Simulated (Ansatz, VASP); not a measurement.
**Ru (Ruthenium): VASP beside Ansatz**

Wanted: the spread between two codes on one cell, functional and k mesh. The cell is taken from a series of runs on this material, whose earlier steps may have relaxed, scaled, displaced or heated it; both programs get it as it stands.

Main program and level: Ansatz 0.2.0; plane waves, with VASP 6.6.1 beside it; RPBE.

## (1) The starting structure

It takes space group P6_3/mmc (No. 194, hexagonal). Conventional cell: a = 2.733 Å, b = 2.733 Å, c = 4.320 Å, α = 90.00°, β = 90.00°, γ = 120.00°. Nearest to Ru lie 12 Ru at 2.68 to 2.73 Å.

As a file:

```cif
data_structure
_symmetry_space_group_name_H-M 'P6_3/mmc'
_symmetry_Int_Tables_number 194
_cell_length_a 2.7335
_cell_length_b 2.7335
_cell_length_c 4.3202
_cell_angle_alpha 90.000
_cell_angle_beta 90.000
_cell_angle_gamma 120.000
_cell_volume 27.96
loop_
_atom_site_label
_atom_site_type_symbol
_atom_site_symmetry_multiplicity
_atom_site_Wyckoff_symbol
_atom_site_fract_x
_atom_site_fract_y
_atom_site_fract_z
_atom_site_occupancy
Ru1 Ru 2 c 0.33333 0.66667 0.25000 1
```

## (2) Ansatz: relaxation of cell and atoms, RPBE, pair 1

Ansatz runs on its default PAW (the set named soft_2) files.

The relaxed volume is the usual yardstick between codes: in a stiff, nearly cubic crystal its relative difference is about their pressure difference at one cell divided by the bulk modulus.

Input file input.yaml:

```yaml
crystal:
  lattice:
    - [2.7334984526, 0.0, 0.0]
    - [-1.3667492263, 2.3672791012, 0.0]
    - [0.0, 0.0, 4.3202455099]
  atoms:
    - { symbol: Ru, position: [0.3333333333, 0.6666666667, 0.25] }
    - { symbol: Ru, position: [0.6666666667, 0.3333333333, 0.75] }
kpoints:
  mp_grid: { grid: [21, 21, 12] }
hamiltonian:
  xc: rpbe
scf:
  occupations: { method: gaussian, width: 0.1 }
output:
  forces: true
  stress: true
  eigenvalues: true
relax:
  adjacent_minimum: "off"
  f_tol: 0.005
  max_steps: 80
  cell: { stress_tol: 0.05 }
```

Command:

```
> ansatz run input.yaml --threads 4 --pin off --max-ram 14336MiB --backend cpu --events-out ev --progress --plain --runs-dir out
```

Numbers of over 12 decimals in the logs are rounded to 6 here.

Output:

```text
Engine: ansatz 0.2.0, x86_64-unknown-linux-gnu
Pseudopotentials: kind: paw
Pseudopotential: Ru, paw, valence charge 16, recommended cutoff 420 eV (normal), Ru.paw.azcp
Functional definition: RPBE
  parameter kappa = 0.804
  parameter beta = 0.066725
  exchange = rpbe_x(kappa = kappa, mu = beta*pi^2/3)
  correlation = pbe_c(beta = beta)
Crystal: 2 atoms, lattice volume = 27.956 Å³
Basis set: ecut = 420 eV, 537 PW (Γ), exchange–correlation on 40×40×60 points (8 copies of the dense FFT grid, shifted against one another)
Bands: 20, of which v1, the nominal top of the filled ones, is band 16 counted from 1 (15 counted from 0)
Symmetry: 24 space group operations
Space group: P63/mmc (ITA 194), of the structure as read, at distance tolerance 3.0e-5 Å
k-points: 336 of 5292
Non-local potential: Ru, projectors of the file, l = 0: 3, l = 1: 2, l = 2: 2, l = 3: 1
PAW form: soft (Blöchl's): semilocal exchange-correlation on the pseudo side does not see the compensation charge
PAW frozen core: Ru, regenerated for the run's functional, and the local potential with it (the file was generated under x = pbe(κ = 0.804, μ = 0.219515), c = pbe(β = 0.066725))
PAW one-centre angular grid: Ru, 590 points (default); XC on 64 Gauss nodes
Initial density: superposition of atomic densities (neutral atoms: chi_scale 0, normalization atom), corrected by the library's trained network
Initial wavefunctions: pseudopotential atomic-orbital guess
Functional: x = rpbe, c = pbe(β = 0.066725)
SCF iter   1: F=—  HF=-11771.957077 eV  |F-HF|=—  |Δ(HF+E_count)|=         —  Δρ=6.53e-3  dr2=3.00e-3  ethr=1.77e-3  ⟨swp⟩=5.0  Hψ=25950  notcnv=0
preconditioner: auto → none  [metal: Δε(μ)=0.004 eV  Ē_g=5.606 eV  σ=0.100 eV  W_gap=0.02  n_scr=8 (ndim 8)  ℏωp=28.1 eV  f_vac=0.000  D(μ)=1.88/eV (n_scr^D=22)  sad-step TF]
SCF iter   2: F=—  HF=-11771.959945 eV  |F-HF|=—  |Δ(HF+E_count)|=   2.87e-3  Δρ=3.88e-3  dr2=1.04e-3  ethr=9.37e-6  ⟨swp⟩=2.0  Hψ=14637  notcnv=0
SCF iter   3: F=—  HF=-11771.961277 eV  |F-HF|=—  |Δ(HF+E_count)|=   1.33e-3  Δρ=3.03e-4  dr2=1.37e-5  ethr=3.25e-6  ⟨swp⟩=2.0  Hψ=9237  notcnv=0
SCF iter   4: F=—  HF=-11771.961230 eV  |F-HF|=—  |Δ(HF+E_count)|=   4.72e-5  Δρ=1.34e-4  dr2=6.59e-7  ethr=4.29e-8  ⟨swp⟩=2.0  Hψ=12063  notcnv=0
SCF iter   5: F=—  HF=-11771.961231 eV  |F-HF|=—  |Δ(HF+E_count)|=   1.06e-6  Δρ=2.04e-5  dr2=1.03e-7  ethr=2.06e-9  ⟨swp⟩=2.2  Hψ=11808  notcnv=0
SCF iter   6: F=-11771.961231 eV  HF=-11771.961231 eV  |F-HF|=1.67e-10  |Δ(HF+E_count)|=   2.45e-8  Δρ=2.14e-6  dr2=3.67e-10  ethr=3.13e-10  ⟨swp⟩=4.6  Hψ=22170  notcnv=0
SCF 1 converged in 6 iterations: F = -11771.961231 eV  dr2 = 3.67e-10
  greatest PAW one-centre occupation: 0.997 electrons in one spin orbital (limit 2), on the Ru atom at site 1 (counted from 0), in its partial waves of l = 0
relax step   1: F+E_penalty+E_count = -11771.96123104 eV  Δ(F+E_penalty+E_count) = +0.000e0 eV  max|allowed force component| = 1.850e-17 eV/Å  Δτ_max = 0.0000 Å  P = -0.290 GPa  Ω = 27.956 Å³  (6 SCF iters, dr2 threshold 1.00e-7 eV, accepted)
[...]
relax step   2: F+E_penalty+E_count = -11771.96132570 eV  Δ(F+E_penalty+E_count) = -9.466e-5 eV  max|allowed force component| = 1.850e-17 eV/Å  Δτ_max = 0.0000 Å  P = +0.278 GPa  Ω = 27.907 Å³  energy of the carried Pulay correction = +3.182e-5 eV  (6 SCF iters, dr2 threshold 2.00e-7 eV, accepted)
[...]
relax step   3: F+E_penalty+E_count = -11771.96138033 eV  Δ(F+E_penalty+E_count) = -5.463e-5 eV  max|allowed force component| = 3.701e-17 eV/Å  Δτ_max = 0.0000 Å  P = -0.010 GPa  Ω = 27.932 Å³  energy of the carried Pulay correction = +1.586e-5 eV  (6 SCF iters, dr2 threshold 2.00e-7 eV, accepted)
[...]
relax step   4: F+E_penalty+E_count = -11771.96136564 eV  Δ(F+E_penalty+E_count) = +1.469e-5 eV  max|allowed force component| = 4.626e-17 eV/Å  Δτ_max = 0.0000 Å  P = -0.009 GPa  Ω = 27.932 Å³  stress off target by 1.08e-2 GPa  SCF on the basis re-selected at this cell (its energy is not comparable with the rows above)  (7 SCF iters)
basis re-selected at this cell: Δ(F+E_penalty+E_count) = +1.469e-5 eV, ΔP = +0.001 GPa vs the last step (what re-selecting the basis moved, of the pressure what is left beyond the Pulay correction that the steps carried, after the strain that the cell walked since its last selection, with what the two solves' SCF thresholds leave and, on support functions, any second-order correction that the steps lacked; it is no m [...]
SCF converged after 7 iterations
Free energy (F): -11771.961366 eV
Harris-Foulkes:  -11771.961366 eV  (|F-HF|=0.00e0)
Internal energy: -11771.951953 eV  (E = F + TS)
E sigma→0 (E₀):  -11771.956660 eV
Entropy (-TS):   -0.009412 eV (-4.706 meV/atom)
Fermi energy:    22.807411 eV
--- Per-component energies (eV) ---
  E_band       = -126.753334
  E_kinetic    = 1026.702657
  E_local      = -2573.253404  (includes V_loc(G=0)·N_el)
  E_nonlocal   = 683.957633
  E_hartree    = 827.596146
  E_xc         = -380.971119
  E_vxc        = -477.725586  (∫ρ·V_xc dr)
  E_paw        = -6935.543704  (= ΣΔE_a)
  E_vpaw       = -441.626582  (= ΣTr[D̂ρ^β])
  E_aug_tail   = -0.000346  (compensation charges beyond the density's cutoff)
  E_ewald      = -4420.239422
  E_core_change = -0.200394  (= ΣΔE_core)
  E_smearing   = -0.009412  (= −TS)
  E_closure    = 0.000000  (closes the sum)
  Σ components = -11771.961366   (vs F -11771.961366, Δ=0.00e0)
--- Forces (eV/Å), atoms counted from 1 ---
  atom   1  Ru    -0.00000000     0.00000000     0.00000000
  atom   2  Ru     0.00000000    -0.00000000     0.00000000
  max |Σ_I F_I| component: 0.00e0 eV/Å
--- Stress (GPa, compression-positive) ---
       -0.010831       0.000000       0.000000
        0.000000      -0.010831       0.000000
        0.000000       0.000000      -0.005411
  P = ⅓ Tr σ = -0.0090 GPa (-0.090 kbar)
--- Band table (eV; the first three rows and the last of 336) ---
  k-point 0: bands = [... 12 lower, 20.5099, 20.9679, 20.9679, 21.4388, 21.4388, 23.9266, 23.9266, 24.1081]
  k-point 1: bands = [... 12 lower, 20.4717, 20.9221, 20.9221, 21.5487, 21.5487, 23.8417, 23.9319, 23.9319]
  k-point 2: bands = [... 12 lower, 20.3656, 20.7980, 20.7980, 21.8236, 21.8236, 23.1600, 23.9330, 23.9330]
  k-point 335: bands = [... 12 lower, 20.1793, 20.1793, 21.6704, 21.6704, 23.9625, 23.9625, 30.9893, 30.9893]
--- Relaxed structure (3 steps of the walk, 3 accepted, 1 SCFs on fresh bases) ---
  F+E_penalty+E_count = -11771.96136564 eV   max|allowed force component| = 4.626e-17 eV/Å   (the final SCF, on the basis selected at the relaxed cell)
  cell:  # Å, volume = 27.9320 Å³
    - [2.734653, 0.0, 0.0]
    - [-1.367326, 2.368279, 0.0]
    - [0.0, 0.0, 4.312876]
  atoms:
    - { symbol: Ru, position: [0.333333, 0.666667, 0.25] }
    - { symbol: Ru, position: [0.666667, 0.333333, 0.750000] }
```

## (3) VASP: relaxation of cell and atoms, RPBE, pair 1

The same cell, functional, mesh and smearing now go to VASP, with its own data sets.

Lines of VASP's logs that name or quote its potential files are left out, and so is its time.

Input file INCAR:

```
SYSTEM = Ru
PREC = Accurate
ENCUT = 500
EDIFF = 1E-07
NELM = 120
ISMEAR = 0
SIGMA = 0.1
LREAL = .FALSE.
ALGO = Normal
GGA = RP
NBANDS = 20
LASPH = .TRUE.
LORBIT = 11
LWAVE = .FALSE.
LCHARG = .FALSE.
ISIF = 3
IBRION = 2
NSW = 80
EDIFFG = -0.005
GGA_COMPAT = .FALSE.
NELMIN = 4
KPAR = 2
```

Input file POSCAR:

```
Ru
1.0
    2.7334980000      0.0000000000      0.0000000000
   -1.3667490000      2.3672790000      0.0000000000
    0.0000000000      0.0000000000      4.3202460000
Ru
2
Direct
    0.3333333333      0.6666666667      0.2499998843
    0.6666666667      0.3333333333      0.7499998843
```

Input file KPOINTS:

```
Automatic mesh
0
Gamma
21 21 12
0 0 0
```

PAW data sets: Ru_pv (PBE family, release 64).

Command:

```
> mpirun -np 2 vasp_std
```

Output:

```text
[banner, memory and clock lines left out]
running    2 mpi-ranks, on    1 nodes
 distrk:  each k-point on    1 cores,    2 groups
 distr:  one band on    1 cores,    1 groups

 POSCAR found type information on POSCAR Ru
 POSCAR found :  1 types and       2 ions
|                                                                             |
|               ----> ADVICE to this user running VASP <----                  |
|                                                                             |
|     You enforced a specific xc type in the INCAR file but a different       |
|     [... a line on the potential file left out ...]
|     I HOPE YOU KNOW WHAT YOU ARE DOING!                                     |
|                                                                             |

 LDA part: xc-table for (Slater+PW92), standard interpolation
 POSCAR, INCAR and KPOINTS ok, starting setup
 FFT: planning ... GRIDC
 FFT: planning ... GRID_SOFT
 FFT: planning ... GRID
 WAVECAR not read
 entering main loop
       N       E                     dE             d eps       ncg     rms          rms(c)
DAV:   1     0.282543626911E+03    0.28254E+03   -0.17429E+04 13472   0.151E+03
DAV:   2    -0.126067626103E+02   -0.29515E+03   -0.28689E+03 13852   0.452E+02
DAV:   3    -0.183877753924E+02   -0.57810E+01   -0.57376E+01 15316   0.706E+01
DAV:   4    -0.184332750695E+02   -0.45500E-01   -0.45471E-01 17660   0.589E+00
DAV:   5    -0.184338608332E+02   -0.58576E-03   -0.58465E-03 15080   0.571E-01    0.159E+01
DAV:   6    -0.172525504179E+02    0.11813E+01   -0.28331E+00 14932   0.170E+01    0.417E+00
DAV:   7    -0.171834685179E+02    0.69082E-01   -0.28967E-01 15652   0.449E+00    0.107E+00
DAV:   8    -0.171784333280E+02    0.50352E-02   -0.18216E-02 14960   0.950E-01    0.187E-01
DAV:   9    -0.171784633472E+02   -0.30019E-04   -0.93679E-04 15568   0.321E-01    0.419E-02
DAV:  10    -0.171784711574E+02   -0.78103E-05   -0.83486E-05 14956   0.973E-02    0.210E-02
DAV:  11    -0.171784671945E+02    0.39629E-05   -0.23427E-05 15336   0.471E-02    0.161E-03
DAV:  12    -0.171784671131E+02    0.81403E-07   -0.20986E-07 12904   0.455E-03
   1 F= -.17178467E+02 E0= -.17173759E+02  d E =-.171785E+02
[...]
2 F= -.17178285E+02 E0= -.17173583E+02  d E =0.182124E-03
[...]
3 F= -.17178588E+02 E0= -.17173882E+02  d E =-.121069E-03
[...]
4 F= -.17178579E+02 E0= -.17173856E+02  d E =0.931848E-05
 trial-energy change:    0.000009  1 .order    0.000008   -0.000076    0.000092
 step:   0.3871(harm=  0.3970)  dis= 0.00000  next Energy=   -17.178605 (dE=-0.167E-04)
 bond charge predicted
       N       E                     dE             d eps       ncg     rms          rms(c)
DAV:   1    -0.171789664063E+02   -0.38754E-03   -0.98600E-03 13772   0.941E-01    0.139E-01
DAV:   2    -0.171786229511E+02    0.34346E-03   -0.80024E-04 13708   0.272E-01    0.345E-02
DAV:   3    -0.171786005719E+02    0.22379E-04   -0.74832E-05 14516   0.691E-02    0.145E-02
DAV:   4    -0.171786039463E+02   -0.33744E-05   -0.60676E-06 15796   0.205E-02    0.430E-03
DAV:   5    -0.171786049319E+02   -0.98563E-06   -0.61767E-07 15208   0.726E-03    0.148E-03
DAV:   6    -0.171786049104E+02    0.21506E-07   -0.14116E-07  8264   0.360E-03
   5 F= -.17178605E+02 E0= -.17173891E+02  d E =-.167281E-04
 curvature:  -0.23 expect dE=-0.698E-08 dE for cont linesearch -0.301E-08
 trial: gam=-0.01632 g(F)=  0.186E-44 g(S)=  0.305E-07 ort = 0.115E-05 (trialstep = 0.780E+00)
 search vector abs. value=  0.198E-07
 reached required accuracy - stopping structural energy minimisation
```

OUTCAR, selected parts (step 3):

```text
ion  position               nearest neighbor table
   1  0.333  0.667  0.250-   2 2.68   2 2.68   2 2.68   2 2.68   2 2.68   2 2.68
   2  0.667  0.333  0.750-   1 2.68   1 2.68   1 2.68   1 2.68   1 2.68   1 2.68

  LATTYP: Found a hexagonal cell.
 ALAT       =     2.7334980000
 C/A-ratio  =     1.5804825904

 Subroutine GETGRP returns: Found 24 space group operations
 (whereof 12 operations were pure point group operations)

The static configuration has the point symmetry D_3d.
 The point group associated with its full space group is D_6h.

 Found    336 irreducible k-points:

   k-points           NKPTS =    336   k-points in BZ     NKDIM =    336   number of bands    NBANDS=     20

   dimension x,y,z NGX =    20 NGY =   20 NGZ =   32
   dimension x,y,z NGXF=    40 NGYF=   40 NGZF=   64

   ENCUT  =  500.0 eV  36.75 Ry    6.06 a.u.   4.98  4.98  7.88*2*pi/ulx,y,z

   NELECT =      28.0000    total number of electrons

 k-points in reciprocal lattice and weights: Automatic mesh
   0.00000000  0.00000000  0.00000000       0.000
   0.04761905  0.00000000  0.00000000       0.001
   0.09523810  0.00000000  0.00000000       0.001
   0.14285714  0.00000000  0.00000000       0.001
   0.19047619  0.00000000  0.00000000       0.001
   0.23809524  0.00000000  0.00000000       0.001
   0.28571429  0.00000000  0.00000000       0.001
   0.33333333  0.00000000  0.00000000       0.001
   0.38095238  0.00000000  0.00000000       0.001
[...]
0.33333333  0.28571429  0.50000000       0.002
   0.33333333  0.33333333  0.50000000       0.000

 average (electrostatic) potential at core
       1 -67.6987       2 -67.6987

 E-fermi :  12.4195

 k-point     1 :       0.0000    0.0000    0.0000
  band No.  band energies     occupation
    ...
     11      10.1239      2.00000
     12      10.5825      2.00000
     13      10.5825      2.00000
     14      11.0527      2.00000
     15      11.0527      2.00000
     16      13.5365      0.00000
     17      13.5365      0.00000
     18      13.7246      0.00000
     19      22.4572      0.00000
     20      22.9560      0.00000

 k-point     2 :       0.0476    0.0000    0.0000
  band No.  band energies     occupation
    ...
     11      10.2874      2.00000
     12      10.5466      2.00000
     13      10.6425      2.00000
     14      10.9773      2.00000
     15      11.0024      2.00000
     16      12.6910      0.00012
     17      13.5680      0.00000
     18      14.6782      0.00000
     19      22.4454      0.00000
     20      22.9557      0.00000

 k-point     3 :       0.0952    0.0000    0.0000
  band No.  band energies     occupation
    ...
     12      10.5571      2.00000
     13      10.7082      2.00000
     14      10.8201      2.00000
     15      10.8642      2.00000
     16      11.9506      2.00000
     17      13.6515      0.00000
     18      15.7883      0.00000
     19      22.4086      0.00000
     20      22.9568      0.00000

  Total        0.0007166      0.0007166      0.0004873     -0.0000000     -0.0000000     -0.0000000
  in kB        0.0411092      0.0411092      0.0279577     -0.0000000     -0.0000000     -0.0000000
  external PRESSURE =       0.0367254 kB  Pullay stress =       0.0000000 kB

  energy-cutoff  :      500.00
  volume of cell :       27.93
      direct lattice vectors                 reciprocal lattice vectors
     2.734435086  0.000000000 -0.000000000     0.365706250  0.211140576  0.000000000
    -1.367217543  2.368090541 -0.000000000     0.000000000  0.422281151  0.000000000
     0.000000000 -0.000000000  4.312748851     0.000000000  0.000000000  0.231870678

 POSITION                                       TOTAL-FORCE (eV/Angst)
 -----------------------------------------------------------------------------------
     -0.00000      1.57873      1.07819        -0.000000     -0.000000      0.000000
      1.36722      0.78936      3.23456         0.000000      0.000000      0.000000
 -----------------------------------------------------------------------------------
    total drift:                               -0.000000      0.000000      0.000440

  FREE ENERGIE OF THE ION-ELECTRON SYSTEM (eV)
  ---------------------------------------------------
  free  energy   TOTEN  =       -17.1786049104 eV

  energy  without entropy=      -17.1691772824  energy(sigma->0) =      -17.17389110

 reached required accuracy - stopping structural energy minimisation

 total charge
# of ion       s       p       d       tot
------------------------------------------
    1        0.396   6.294   5.923  12.614
    2        0.396   6.294   5.923  12.614
--------------------------------------------------
tot          0.792  12.588  11.847  25.228

[... 3 further parts left out ...]
```

CONTCAR:

```
Ru
   1.00000000000000
     2.7344350862223483    0.0000000000000000   -0.0000000000000000
    -1.3672175431111742    2.3680905407731356   -0.0000000000000000
     0.0000000000000000   -0.0000000000000000    4.3127488513858676
  Ru
     2
Direct
     0.3333333332999970    0.6666666667000030    0.2499998843000029
     0.6666666667000030    0.3333333332999970    0.7499998843000029
```

## (4) Side by side

Known differences besides the potentials themselves: the data sets hold 32 valence electrons in Ansatz (on its default PAW (the set named soft_2) files) and 28 in VASP; the cutoff is 420 eV in Ansatz and 500 eV in VASP; Ansatz makes its cores anew for this functional, VASP keeps those of its PBE data sets; Ansatz adds a Pulay correction to the stress that steers its cell, VASP none. Total energies have different zeros and are not compared.

Both answers:

| quantity | Ansatz | VASP | difference |
| --- | --- | --- | --- |
| volume (Å³) | 27.93 | 27.93 | +0.02 % |
| edge a after relaxation, in the typed setting (Å) | 2.735 | 2.734 | +0.01 % |
| edge c after relaxation, in the typed setting (Å) | 4.313 | 4.313 | +0.00 % |

(Continued in part 2 of 2.)

[Lines on the potential files, build, host, timing and source positions are cut from VASP's logs without a mark.]

[Logs are printed without paths, hosts, clocks, repeated set-up lines and the standing remarks that a program may print on its own settings, such as how far it seeks lower states.]

[Hosts, paths, dates, database ids (printed as entryN), source tags and the programs' standing remarks are cut or masked in the printed files.]
